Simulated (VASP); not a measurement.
Output of a VASP run:

### OSZICAR
```
       N       E                     dE             d eps       ncg     rms          rms(c)
DAV:   1     0.383937934344E+02    0.38394E+02   -0.31381E+03   560   0.692E+02
DAV:   2     0.785215056003E+00   -0.37609E+02   -0.37287E+02   608   0.129E+02
DAV:   3    -0.101223234017E+01   -0.17974E+01   -0.17965E+01   776   0.324E+01
DAV:   4    -0.106346857131E+01   -0.51236E-01   -0.51237E-01   912   0.447E+00
DAV:   5    -0.106446724139E+01   -0.99867E-03   -0.99867E-03   816   0.328E-01    0.142E+00
DAV:   6    -0.106306915446E+01    0.13981E-02   -0.24343E-03   848   0.316E-01    0.862E-01
DAV:   7    -0.106271604744E+01    0.35311E-03   -0.36947E-03   800   0.380E-01    0.581E-02
DAV:   8    -0.106273365826E+01   -0.17611E-04   -0.18461E-04   848   0.115E-01    0.151E-02
DAV:   9    -0.106273773003E+01   -0.40718E-05   -0.65981E-06   856   0.205E-02    0.425E-03
DAV:  10    -0.106273784699E+01   -0.11696E-06   -0.28173E-06   752   0.107E-02
   1 F= -.10627378E+01 E0= -.10623120E+01  d E =-.106274E+01
```

**OUTCAR**
```
------------------------ aborting loop because EDIFF is reached ----------------------------------------
  FORCE on cell =-STRESS in cart. coord.  units (eV):
  Direction    XX          YY          ZZ          XY          YZ          ZX
  --------------------------------------------------------------------------------------
  Total       -0.0091555     -0.0091555     -0.0091555      0.0000000     -0.0000000      0.0000000
  in kB       -0.1885875     -0.1885875     -0.1885875      0.0000000     -0.0000000      0.0000000
  external PRESSURE =      -0.1885875 kB  Pullay stress =       0.0000000 kB
  volume of cell :       77.78
      direct lattice vectors                 reciprocal lattice vectors
    -2.689097288  2.689097288  2.689097288     0.000000000  0.185936002  0.185936002
     2.689097288 -2.689097288  2.689097288     0.185936002  0.000000000  0.185936002
     2.689097288  2.689097288 -2.689097288     0.185936002  0.185936002  0.000000000
 POSITION                                       TOTAL-FORCE (eV/Angst)
 -----------------------------------------------------------------------------------
      0.00000      0.00000      0.00000         0.000000      0.000000     -0.000000
 -----------------------------------------------------------------------------------
    total drift:                               -0.000000     -0.000000      0.000000
  FREE ENERGIE OF THE ION-ELECTRON SYSTEM (eV)
  ---------------------------------------------------
  free  energy   TOTEN  =        -1.0627378470 eV

  energy  without entropy=       -1.0614603225  energy(sigma->0) =       -1.06231201

 reached required accuracy - stopping structural energy minimisation
```
(Selected blocks of OUTCAR.)

File POSCAR:
```
Rb
1
   -2.6890972880     2.6890972880     2.6890972880
    2.6890972880    -2.6890972880     2.6890972880
    2.6890972880     2.6890972880    -2.6890972880
Rb
1
Direct
  1.0000000000   1.0000000000   1.0000000000
```

Q: Reconstruct the remaining input files.

A: One answer among several that fit: the input of the run itself, LDA (Ceperley-Alder, Perdew-Zunger), plane waves, VASP's LDA PAW potentials (set 64).

INCAR:
```
SYSTEM = Rb
PREC = Accurate; ENCUT = 400; LREAL = .FALSE.
LASPH = .TRUE.
EDIFF = 1E-6; NELM = 100; ALGO = Normal
LMAXMIX = 4
ISMEAR = 1; SIGMA = 0.1
IBRION = 2; NSW = 60; ISIF = 3
EDIFFG = -0.01
LWAVE = .FALSE.; LCHARG = .FALSE.
```

### KPOINTS
```
Automatic mesh
0
Gamma
9 9 9
0 0 0
```

POTCAR, in this order: Rb_sv (LDA.64 set). Program: vasp_std.

The compound is Rb in the bcc structure. It was relaxed first, which changed the volume by -14 %. The start is the result of an earlier pass.
